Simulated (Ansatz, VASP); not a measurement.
# Cross-check of La2ZnNiI between VASP and Ansatz, part 2 of 2

One calculation is typed for both programs; each brings its own data sets and cutoff. How far apart do they land? The cell is invented: Sites of the La2Ni2I structure (space group 187) filled with other elements, volume scaled by an estimate. It may not be a known or stable phase.

VASP 6.6.1 and Ansatz 0.2.0.

So far: Set-up; Ansatz: relaxation of cell and atoms, PBE.

## (3) VASP: relaxation of cell and atoms, PBE

Level of this step: PBE, spin-polarised from a ferromagnetic start (one magnetic atom a cell); plane waves and PAW (La, I, Zn, Ni); invented cell (VASP).

The same cell, functional, mesh and smearing now go to VASP, with its own data sets and cutoff.

Lines of VASP's logs that name or quote its potential files are left out, and so is its time.

Contents of INCAR:

```
SYSTEM = La2ZnNiI
PREC = Accurate
ENCUT = 350
EDIFF = 1E-05
NELM = 120
ISMEAR = 0
SIGMA = 0.05
LREAL = .FALSE.
ALGO = Normal
GGA = PE
NBANDS = 34
ISPIN = 2
MAGMOM = 0 0 0 0 1
LMAXMIX = 6
LORBIT = 11
LWAVE = .FALSE.
LCHARG = .FALSE.
IBRION = 2
NSW = 40
ISIF = 3
EDIFFG = -0.02
POTIM = 0.4
```

Contents of POSCAR:

```
La2ZnNiI
1.0
    4.2410050000      0.0000000000      0.0000000000
   -2.1205030000      3.6728180000      0.0000000000
    0.0000000000      0.0000000000      9.1141880000
La I Zn Ni
2 1 1 1
Direct
    0.0000000000      0.0000000000      0.2076934400
    0.0000000000      0.0000000000      0.7923065600
    0.6666666700      0.3333333300      0.5000000000
    0.6666666700      0.3333333300      0.0000000000
    0.3333333300      0.6666666700      0.0000000000
```

Contents of KPOINTS:

```
Automatic mesh
0
Gamma
6 6 3
0 0 0
```

PAW data sets: La, I, Zn and Ni (PBE family, release 64).

Run with:

```sh
$ mpirun -np 1 vasp_std
```

Numbers of over 12 decimals in the logs are rounded to 6 here.

Log:

```text
[banner, memory and clock lines left out]
running    1 mpi-ranks, on    1 nodes
 distrk:  each k-point on    1 cores,    1 groups
 distr:  one band on    1 cores,    1 groups

 POSCAR found type information on POSCAR LaI ZnNi
 POSCAR found :  4 types and       5 ions
 LDA part: xc-table for (Slater+PW92), standard interpolation
 POSCAR, INCAR and KPOINTS ok, starting setup
 FFT: planning ... GRIDC
 FFT: planning ... GRID_SOFT
 FFT: planning ... GRID
 WAVECAR not read
 entering main loop
       N       E                     dE             d eps       ncg     rms          rms(c)
DAV:   1     0.439771552735E+03    0.43977E+03   -0.15544E+04  1904   0.156E+03
DAV:   2     0.698608475522E+02   -0.36991E+03   -0.35784E+03  2384   0.329E+02
DAV:   3    -0.133113142518E+02   -0.83172E+02   -0.80139E+02  2680   0.166E+02
DAV:   4    -0.230859256165E+02   -0.97746E+01   -0.92397E+01  3664   0.538E+01
DAV:   5    -0.239226574417E+02   -0.83673E+00   -0.82992E+00  3368   0.160E+01    0.149E+01
DAV:   6    -0.294154188219E+02   -0.54928E+01   -0.96643E+01  2776   0.995E+01    0.320E+01
DAV:   7    -0.230488349237E+02    0.63666E+01   -0.24299E+01  2686   0.787E+01    0.112E+01
DAV:   8    -0.212777089832E+02    0.17711E+01   -0.11905E+01  2936   0.413E+01    0.392E+00
DAV:   9    -0.215127032857E+02   -0.23499E+00   -0.47464E+00  3264   0.126E+01    0.309E+00
DAV:  10    -0.214883836326E+02    0.24320E-01   -0.65089E-01  3312   0.706E+00    0.158E+00
DAV:  11    -0.214928429259E+02   -0.44593E-02   -0.12428E-01  3088   0.287E+00    0.115E+00
DAV:  12    -0.214919708377E+02    0.87209E-03   -0.82115E-02  3160   0.224E+00    0.561E-01
DAV:  13    -0.214904308988E+02    0.15399E-02   -0.16303E-02  3568   0.119E+00    0.254E-01
DAV:  14    -0.214903329720E+02    0.97927E-04   -0.17770E-03  3328   0.273E-01    0.177E-01
DAV:  15    -0.214903704568E+02   -0.37485E-04   -0.28860E-04  3320   0.123E-01    0.109E-01
DAV:  16    -0.214903503312E+02    0.20126E-04   -0.26450E-04  3096   0.150E-01    0.346E-02
DAV:  17    -0.214903557623E+02   -0.54311E-05   -0.42190E-05  2344   0.501E-02
   1 F= -.21490356E+02 E0= -.21487951E+02  d E =-.214904E+02  mag=     0.0009
[... from here on, the cycles between the ionic steps are left out ...]
   2 F= -.21513382E+02 E0= -.21511420E+02  d E =-.230260E-01  mag=    -0.0001
   3 F= -.21519817E+02 E0= -.21518076E+02  d E =-.294612E-01  mag=    -0.0001
   6 F= -.21522873E+02 E0= -.21521142E+02  d E =-.296946E-02  mag=     0.0000
   7 F= -.21522974E+02 E0= -.21521235E+02  d E =-.307041E-02  mag=    -0.0000
   8 F= -.21523020E+02 E0= -.21521282E+02  d E =-.311564E-02  mag=     0.0000
   9 F= -.21523016E+02 E0= -.21521281E+02  d E =-.311166E-02  mag=     0.0000
  10 F= -.21524012E+02 E0= -.21522267E+02  d E =-.996046E-03  mag=     0.0000
  11 F= -.21524362E+02 E0= -.21522596E+02  d E =-.134660E-02  mag=     0.0001
  12 F= -.21524306E+02 E0= -.21522548E+02  d E =-.129064E-02  mag=    -0.0000
  13 F= -.21524321E+02 E0= -.21522562E+02  d E =-.130524E-02  mag=    -0.0000
  14 F= -.21524352E+02 E0= -.21522588E+02  d E =-.133666E-02  mag=    -0.0000
  15 F= -.21524414E+02 E0= -.21522645E+02  d E =-.620384E-04  mag=    -0.0000
 trial-energy change:   -0.000062  1 .order   -0.000071   -0.000082   -0.000060
 step:   5.2881(harm=  5.2881)  dis= 0.00423  next Energy=   -21.524505 (dE=-0.153E-03)
 bond charge predicted
       N       E                     dE             d eps       ncg     rms          rms(c)
DAV:   1    -0.215245940427E+02   -0.17791E-03   -0.55888E-02  2856   0.185E+00    0.159E-01
DAV:   2    -0.215249963249E+02   -0.40228E-03   -0.67847E-03  2864   0.734E-01    0.233E-01
DAV:   3    -0.215245463456E+02    0.44998E-03   -0.37279E-03  3208   0.593E-01    0.111E-01
DAV:   4    -0.215244323580E+02    0.11399E-03   -0.60725E-04  3064   0.250E-01    0.359E-02
DAV:   5    -0.215244217308E+02    0.10627E-04   -0.11890E-04  2628   0.895E-02    0.116E-02
DAV:   6    -0.215244199581E+02    0.17726E-05   -0.13061E-05  1814   0.387E-02
  16 F= -.21524420E+02 E0= -.21522633E+02  d E =-.676118E-04  mag=     0.0000
 curvature:  -1.98 expect dE=-0.289E-03 dE for cont linesearch -0.242E-04
 trial: gam= 0.00000 g(F)=  0.429E-05 g(S)=  0.141E-03 ort =-0.230E-04 (trialstep = 0.654E+00)
 search vector abs. value=  0.146E-03
 reached required accuracy - stopping structural energy minimisation
```

OUTCAR, selected parts (step 3):

```text
ion  position               nearest neighbor table
   1  0.000  0.000  0.208-   4 3.09   5 3.09   4 3.09   5 3.09   4 3.09   5 3.09   3 3.62   3 3.62
                             3 3.62
   2  0.000  0.000  0.792-   4 3.09   5 3.09   4 3.09   5 3.09   4 3.09   5 3.09   3 3.62   3 3.62
                             3 3.62
   3  0.667  0.333  0.500-   1 3.62   2 3.62   1 3.62   2 3.62   1 3.62   2 3.62
   4  0.667  0.333  0.000-   5 2.45   5 2.45   5 2.45   1 3.09   2 3.09   1 3.09   2 3.09   1 3.09
                             2 3.09
   5  0.333  0.667  0.000-   4 2.45   4 2.45   4 2.45   2 3.09   1 3.09   2 3.09   1 3.09   1 3.09
                             2 3.09

  LATTYP: Found a hexagonal cell.
 ALAT       =     4.2410050000
 C/A-ratio  =     2.1490632527

 Subroutine GETGRP returns: Found 12 space group operations
 (whereof 12 operations were pure point group operations)

The static configuration has the point symmetry D_3h.

 Found     14 irreducible k-points:

   k-points           NKPTS =     14   k-points in BZ     NKDIM =     14   number of bands    NBANDS=     34

   dimension x,y,z NGX =    28 NGY =   28 NGZ =   56
   dimension x,y,z NGXF=    56 NGYF=   56 NGZF=  112

   ENCUT  =  350.0 eV  25.72 Ry    5.07 a.u.   6.47  6.47 13.90*2*pi/ulx,y,z

   NELECT =      51.0000    total number of electrons

 k-points in reciprocal lattice and weights: Automatic mesh
   0.00000000  0.00000000  0.00000000       0.009
   0.16666667  0.00000000  0.00000000       0.056
   0.33333333  0.00000000  0.00000000       0.056
   0.50000000  0.00000000  0.00000000       0.028
   0.16666667  0.16666667  0.00000000       0.056
   0.33333333  0.16666667  0.00000000       0.111
   0.33333333  0.33333333  0.00000000       0.019
   0.00000000  0.00000000  0.33333333       0.019
   0.16666667  0.00000000  0.33333333       0.111
[...]
0.33333333  0.16666667  0.33333333       0.222
   0.33333333  0.33333333  0.33333333       0.037

 average (electrostatic) potential at core
       1 -97.5777       2 -97.5777       3 -90.6893       4 -32.3641       5 -84.1584

 E-fermi :   7.0087

 spin component 1
 k-point     1 :       0.0000    0.0000    0.0000
  band No.  band energies     occupation
    ...
     20       4.7656      1.00000
     21       4.9130      1.00000
     22       5.2262      1.00000
     23       5.2262      1.00000
     24       5.7185      1.00000
     25       7.0560      0.09034
     26       7.4731      0.00000
     27       7.4732      0.00000
     28       8.2088      0.00000
     29       8.3595      0.00000
    ...

 k-point     2 :       0.1667    0.0000    0.0000
  band No.  band energies     occupation
    ...
     21       5.0095      1.00000
     22       5.1845      1.00000
     23       5.2712      1.00000
     24       5.9905      1.00000
     25       6.6490      1.00000
     26       7.2982      0.00000
     27       7.3859      0.00000
     28       7.7955      0.00000
     29       8.1911      0.00000
     30       8.4568      0.00000
    ...

 k-point     3 :       0.3333    0.0000    0.0000
  band No.  band energies     occupation
    ...
     21       5.1607      1.00000
     22       5.2193      1.00000
     23       5.3479      1.00000
     24       5.8552      1.00000
     25       6.4847      1.00000
     26       7.0870      0.01338
     27       7.3340      0.00000
     28       7.6107      0.00000
     29       8.1797      0.00000
     30       8.5086      0.00000
    ...

 k-point     4 :       0.5000    0.0000    0.0000
  band No.  band energies     occupation
    ...
     22       5.3800      1.00000
     23       5.4355      1.00000
     24       5.6268      1.00000
     25       6.5977      1.00000
     26       6.8317      1.00000
     27       7.1634      0.00001
     28       7.9611      0.00000
     29       8.4904      0.00000
     30       8.5034      0.00000
     31       8.5301      0.00000
    ...

 k-point     5 :       0.1667    0.1667    0.0000
  band No.  band energies     occupation
    ...
     22       5.1883      1.00000
     23       5.3477      1.00000
     24       6.0590      1.00000
     25       6.4848      1.00000
     26       6.9088      0.99764
     27       7.3331      0.00000
     28       7.5299      0.00000
     29       8.2089      0.00000
     30       8.5122      0.00000
     31       8.5183      0.00000
    ...

 k-point     6 :       0.3333    0.1667    0.0000
  band No.  band energies     occupation
    ...
     22       5.4003      1.00000
     23       5.4585      1.00000
     24       5.6664      1.00000
     25       6.6719      1.00000
     26       6.8286      1.00000
     27       7.5870      0.00000
     28       7.5965      0.00000
     29       8.2484      0.00000
     30       8.2554      0.00000
     31       8.5586      0.00000
    ...

  Total       -0.0771203     -0.0771203     -0.0801439      0.0000000      0.0000000      0.0000000
  in kB       -0.8811752     -0.8811751     -0.9157228      0.0000001      0.0000000      0.0000000
  external PRESSURE =      -0.8926910 kB  Pullay stress =       0.0000000 kB

  energy-cutoff  :      350.00
  volume of cell :      140.22
      direct lattice vectors                 reciprocal lattice vectors
     4.284048273 -0.000000006 -0.000000000     0.233424074  0.134767486  0.000000000
    -2.142024647  3.710094569  0.000000000     0.000000000  0.269534909 -0.000000000
    -0.000000000  0.000000000  8.822212796     0.000000000 -0.000000000  0.113350247

 POSITION                                       TOTAL-FORCE (eV/Angst)
 -----------------------------------------------------------------------------------
     -2.14202      3.71009      1.84975         0.000000     -0.000000     -0.007456
     -0.00000      0.00000      6.97247        -0.000000      0.000000      0.007456
      2.14202      1.23670      4.41111         0.000000     -0.000000     -0.000000
      2.14202      1.23670      8.82221        -0.000000     -0.000000     -0.000000
     -0.00000      2.47340      0.00000        -0.000000      0.000000     -0.000000
 -----------------------------------------------------------------------------------
    total drift:                               -0.000023      0.000014     -0.000000

  FREE ENERGIE OF THE ION-ELECTRON SYSTEM (eV)
  ---------------------------------------------------
  free  energy   TOTEN  =       -21.5244199581 eV

  energy  without entropy=      -21.5208457341  energy(sigma->0) =      -21.52263285

 reached required accuracy - stopping structural energy minimisation

 total charge
# of ion       s       p       d       f       tot
--------------------------------------------------
    1        2.039   5.611   0.748   0.121   8.519
    2        2.039   5.611   0.748   0.121   8.519
    3        1.502   2.799   0.021   0.000   4.322
    4        0.706   0.530   9.680   0.000  10.916
    5        0.536   0.365   8.318   0.000   9.219
--------------------------------------------------
tot          6.821  14.917  19.515   0.242  41.495

 magnetization (x)
# of ion       s       p       d       f       tot
--------------------------------------------------
    1        0.000   0.000  -0.000   0.000   0.000
    2        0.000   0.000  -0.000   0.000   0.000
    3       -0.000   0.000   0.000   0.000  -0.000
    4       -0.000   0.000  -0.000   0.000  -0.000
    5       -0.000   0.000  -0.000   0.000  -0.000
--------------------------------------------------
tot         -0.000   0.000  -0.000   0.000  -0.000

[... 2 further parts left out ...]
```

CONTCAR:

```
La2ZnNiI
   1.00000000000000
     4.2840482730216189   -0.0000000058739197   -0.0000000000000000
    -2.1420246466724269    3.7100945687748079    0.0000000000000000
    -0.0000000000000000    0.0000000000000000    8.8222127959461343
  La              I               Zn              Ni
     2     1     1     1
Direct
     0.0000000000000000    1.0000000000000000    0.2096690925161435
     0.0000000000000000    0.0000000000000000    0.7903309074838568
     0.6666666699999979    0.3333333300000021    0.5000000000000000
     0.6666666699999979    0.3333333300000021    1.0000000000000000
     0.3333333300000021    0.6666666699999979    0.0000000000000000
```

The moments of VASP's start collapse, so its state is non-magnetic.

## (4) Side by side

Known differences besides the potentials themselves: both relaxations stop at a tolerance, which leaves soft axes loose, and VASP keeps its plane-wave basis; the data sets hold 69 valence electrons in Ansatz (default PAW (the set named soft_2) files) and 51 in VASP; the cutoff is 420 eV in Ansatz and 350 eV in VASP; VASP leaves aspherical gradient terms in its spheres out (LASPH is not set), Ansatz keeps them; Ansatz adds a Pulay correction to the stress that steers its cell, VASP none. Total energies have different zeros and are not compared.

The two programs side by side:

```csv
quantity,Ansatz,VASP,difference
volume (Å³),140.44,140.22,+0.15 %
"edge a after relaxation, in the typed setting (Å)",4.283,4.284,-0.02 %
"edge c after relaxation, in the typed setting (Å)",8.839,8.822,+0.20 %
```

The walks stopped with 0.02 GPa left in Ansatz and -0.09 GPa in VASP; each walk ends within a tolerance, so the volume difference is uncertain by about these residues over the bulk modulus, most in soft cells.

## (5) What came out

| Property | Result |
| --- | --- |
| difference in edge c after relaxation, in the typed setting (relaxation of cell and atoms, PBE) | 0.20 % |

**Reading.** The difference in edge c after relaxation, in the typed setting is 0.20 % (relaxation of cell and atoms, PBE), within the 1.2 % picked in this series as the mark of a large difference, as far as the stopping tolerances let one tell. Such differences can come from data sets, numerical settings and the points named under the comparisons, not from the functional's error against experiment.

[Lines on the potential files, build, host, timing and source positions are cut from VASP's logs without a mark.]

[Logs are printed without paths, hosts, clocks, repeated set-up lines and the standing remarks that a program may print on its own settings, such as how far it seeks lower states.]

[Hosts, paths, dates, database ids (printed as entryN), source tags and the programs' standing remarks are cut or masked in the printed files.]
